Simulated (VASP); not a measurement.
Level of theory: HSE06 screened hybrid, VASP's PBE PAW potentials (set 64) (plane waves; VASP 6.6.1).

Input for VASP

INCAR:
```
EDIFF=1E-6   # SCF stop (eV)
LHFCALC=T
ALGO=Normal   # blocked Davidson
SIGMA=0.01   # width (eV)
AEXX=0.25
PREC=Accurate
ISYM=3
PRECFOCK=Fast
LWAVE=F
ENCUT=400
LCHARG=F
ISMEAR=0   # Gaussian
GGA=PE   # PBE
HFSCREEN=0.2   # 1/Angstrom
SYSTEM=C
LREAL=F   # projection in real space or not
ISIF=2   # forces and stress, cell fixed
NELM=100   # most electronic steps
LASPH=T
```

POSCAR:
```
C
1
    0.0000000000     1.7803750000     1.7803750000
    1.7803750000     0.0000000000     1.7803750000
    1.7803750000     1.7803750000     0.0000000000
C
2
Direct
  0.5034550000   0.5073730000   0.4927220000
  0.7465450000   0.7426270000   0.7572780000
```

File KPOINTS:
```
K-points
0
Gamma
5 5 5
```

POTCAR, in this order: C (PBE.64 set). Program: vasp_std.

Output

**OUTCAR**
```
 ion  position               nearest neighbor table
   1  0.503  0.507  0.493-   2 1.51   2 1.53   2 1.56   2 1.57
   2  0.747  0.743  0.757-   1 1.51   1 1.53   1 1.56   1 1.57
  LATTYP: Found a face centered cubic cell.
 ALAT       =     3.5607500000
 Subroutine PRICEL returns:
 Original cell was already a primitive cell.
 Subroutine GETGRP returns: Found  2 space group operations
The static configuration has the point symmetry C_1 .
 The point group associated with its full space group is S_2 .
The dynamic configuration has the point symmetry C_1 .
 Subroutine INISYM returns: Found  2 space group operations
 Subroutine IBZKPT returns following result:
 Found     63 irreducible k-points:

 Following reciprocal coordinates:
            Coordinates               Weight
  0.000000  0.000000  0.000000      1.000000
  0.200000  0.000000  0.000000      2.000000
  0.000000  0.200000  0.000000      2.000000
  0.000000  0.000000  0.200000      2.000000
  0.200000  0.200000  0.200000      2.000000
  0.400000  0.000000  0.000000      2.000000
  0.000000  0.400000  0.000000      2.000000
  0.000000  0.000000  0.400000      2.000000
...
```

### OSZICAR
```
       N       E                     dE             d eps       ncg     rms          rms(c)
DAV:   1    -0.568282376594E+02   -0.56828E+02   -0.44196E+03  1160   0.777E+02
DAV:   2    -0.694677446313E+02   -0.12640E+02   -0.11930E+02  1624   0.903E+01
DAV:   3    -0.695301415062E+02   -0.62397E-01   -0.62397E-01  1080   0.802E+00
DAV:   4    -0.695302098404E+02   -0.68334E-04   -0.68334E-04  1472   0.264E-01
DAV:   5    -0.218692657697E+02    0.47661E+02   -0.93306E-01  1168   0.102E+01    0.614E+00
DAV:   6    -0.212400095563E+02    0.62926E+00   -0.47706E-01  1008   0.570E+00    0.376E+00
DAV:   7    -0.210839477181E+02    0.15606E+00   -0.17991E-01  1112   0.338E+00    0.231E+00
DAV:   8    -0.210478525928E+02    0.36095E-01   -0.47080E-02  1008   0.174E+00    0.142E+00
DAV:   9    -0.210394673224E+02    0.83853E-02   -0.10930E-02  1032   0.845E-01    0.859E-01
DAV:  10    -0.210375154242E+02    0.19519E-02   -0.25380E-03  1072   0.418E-01    0.517E-01
DAV:  11    -0.210370765877E+02    0.43884E-03   -0.60996E-04  1240   0.214E-01    0.308E-01
DAV:  12    -0.210369884201E+02    0.88168E-04   -0.15705E-04  1176   0.116E-01    0.182E-01
DAV:  13    -0.210369766165E+02    0.11804E-04   -0.43841E-05  1072   0.656E-02    0.107E-01
DAV:  14    -0.210369785222E+02   -0.19058E-05   -0.13364E-05  1064   0.387E-02    0.630E-02
DAV:  15    -0.210369811409E+02   -0.26187E-05   -0.43652E-06  1072   0.232E-02    0.367E-02
DAV:  16    -0.210369826660E+02   -0.15251E-05   -0.15294E-06   976   0.142E-02    0.214E-02
DAV:  17    -0.210369833410E+02   -0.67493E-06   -0.56295E-07   504   0.892E-03
   1 F= -.21036983E+02 E0= -.21036983E+02  d E =-.328617E-11
```

### OUTCAR
```
------------------------ aborting loop because EDIFF is reached ----------------------------------------
  FORCE on cell =-STRESS in cart. coord.  units (eV):
  Direction    XX          YY          ZZ          XY          YZ          ZX
  --------------------------------------------------------------------------------------
  Total       -0.5513550     -0.5555316     -0.5844882      0.1516194     -0.0251731     -0.0533574
  in kB      -78.2667774    -78.8596594    -82.9701534     21.5229020     -3.5734140     -7.5742675
  external PRESSURE =     -80.0321967 kB  Pullay stress =       0.0000000 kB
  volume of cell :       11.29
      direct lattice vectors                 reciprocal lattice vectors
     0.000000000  1.780375000  1.780375000    -0.280839711  0.280839711  0.280839711
     1.780375000  0.000000000  1.780375000     0.280839711 -0.280839711  0.280839711
     1.780375000  1.780375000  0.000000000     0.280839711  0.280839711 -0.280839711
 POSITION                                       TOTAL-FORCE (eV/Angst)
 -----------------------------------------------------------------------------------
      1.78054      1.77357      1.79965         0.052485      0.561035     -1.587228
      2.67039      2.67737      2.65128        -0.052485     -0.561035      1.587228
 -----------------------------------------------------------------------------------
    total drift:                               -0.000000     -0.000000      0.000000
  FREE ENERGIE OF THE ION-ELECTRON SYSTEM (eV)
  ---------------------------------------------------
  free  energy   TOTEN  =       -21.0369833410 eV

  energy  without entropy=      -21.0369833410  energy(sigma->0) =      -21.03698334

  exchange ACFDT corr.  =         0.00000000  see jH, gK, PRB 81, 115126
```
(Selected blocks of OUTCAR.)

### OUTCAR
```
 val. band max:        9.8952944699   @ k =   0.0000   0.0000   0.0000

 cond. band min:      14.4979959926   @ k =   0.0000   0.4000   0.4000


 Fermi energy:         9.9358351288

 k-point     1 :       0.0000    0.0000    0.0000
  band No.  band energies     occupation
      1     -14.4407      2.00000
      2       8.4843      2.00000
      3       9.2023      2.00000
      4       9.8953      2.00000
      5      15.6229      0.00000
      6      16.1867      0.00000
      7      16.8131      0.00000
      8      24.5813      0.00000

 k-point     2 :       0.2000    0.0000    0.0000
  band No.  band energies     occupation
      1     -13.2444      2.00000
      2       3.9318      2.00000
      3       7.2175      2.00000
      4       8.1548      2.00000
      5      17.4621      0.00000
      6      18.4192      0.00000
      7      18.7111      0.00000
      8      25.4896      0.00000

 k-point     3 :       0.0000    0.2000    0.0000
  band No.  band energies     occupation
      1     -13.2446      2.00000
      2       4.0673      2.00000
      3       7.2517      2.00000
      4       7.9298      2.00000
      5      17.6709      0.00000
      6      18.3103      0.00000
      7      18.5960      0.00000
      8      25.4349      0.00000

 k-point     4 :       0.0000    0.0000    0.2000
  band No.  band energies     occupation
      1     -13.2439      2.00000
      2       3.5608      2.00000
      3       7.6060      2.00000
      4       8.2290      2.00000
      5      17.6558      0.00000
      6      18.2190      0.00000
      7      18.7932      0.00000
      8      25.6358      0.00000

 k-point     5 :       0.2000    0.2000    0.2000
  band No.  band energies     occupation
      1     -13.2441      2.00000
      2       3.6861      2.00000
      3       7.4130      2.00000
      4       8.2748      2.00000
      5      17.5413      0.00000
      6      18.1723      0.00000
      7      18.9221      0.00000
...
```

At this cut-off the stress carries a Pulay error, which pulls relaxed volumes low.

The structure comes from a computed database's C entry; how it stands against other phases isn't given here. The cell was not relaxed at this level, atoms are displaced from their ideal sites. The k-mesh is coarse (spacing up to 0.61 per Å, 2π included), so the numbers may not be converged in it. The run is one of a series of settings (KPOINTS 5×5×5 Γ-centred mesh against the base run), some of them coarse on purpose.
